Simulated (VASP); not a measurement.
An input for Quantum ESPRESSO's pw.x (written as the equivalent of a VASP run, and not itself run):

```
&CONTROL
  calculation = 'scf'
  pseudo_dir = './pseudo'
  outdir = './out'
  tprnfor = .true.
  tstress = .true.
/
&SYSTEM
  ibrav = 0
  nat = 2
  ntyp = 2
  ecutwfc = 82
  occupations = 'tetrahedra'
  input_dft = 'vdw-df-obk8'
/
&ELECTRONS
  conv_thr = 7.3e-09
  electron_maxstep = 100
/
ATOMIC_SPECIES
  Ag 107.868 Ag.upf
  Cl 35.450 Cl.upf
CELL_PARAMETERS angstrom
     0.0000000    2.7780303    2.7780303
     2.7780303    0.0000000    2.7780303
     2.7780303    2.7780303   -0.0000000
ATOMIC_POSITIONS crystal
  Ag   0.0000000  0.0000000  1.0000000
  Cl   0.5000000  0.5000000  0.5000000
K_POINTS automatic
  9 9 9 0 0 0
```

Task: Write the VASP files for the same calculation (optB88-vdW).

Result: One answer among several that fit: 
### KPOINTS
```
Automatic mesh
0
Gamma
9 9 9
0 0 0
```

**INCAR**
```
! general
SYSTEM   = AgCl
PREC     = Accurate
ENCUT    = 520
LREAL    = .FALSE.
LASPH    = .TRUE.

! electronic loop
EDIFF    = 1E-7
NELM     = 100
ALGO     = Normal
LMAXMIX  = 4

! smearing
ISMEAR   = -5

! functional
GGA      = BO
LUSE_VDW = .TRUE.
AGGAC    = 0.0
PARAM1   = 0.1833333333
PARAM2   = 0.22

! ions
ISIF     = 2

! output
LWAVE    = .FALSE.
LCHARG   = .TRUE.
LORBIT   = 11
NEDOS    = 601
```

File POSCAR:
```
AgCl
1
    0.0000000000     2.7780303225     2.7780303225
    2.7780303225     0.0000000000     2.7780303225
    2.7780303225     2.7780303225    -0.0000000000
Ag Cl
1 1
Direct
  0.0000000000   0.0000000000   1.0000000000
  0.5000000000   0.5000000000   0.5000000000
```

POTCAR, in this order: Ag Cl (PBE.64 set). Program: vasp_std.

Limits of the translation: the potentials are each code's own (VASP's PAW set, PseudoDojo norm-conserving files in pw.x), so ENCUT and ecutwfc are chosen apart and not converted; conv_thr bounds pw.x's estimated SCF error, while EDIFF bounds the energy change between steps.

The compound is AgCl in the rock salt structure. It was relaxed first.
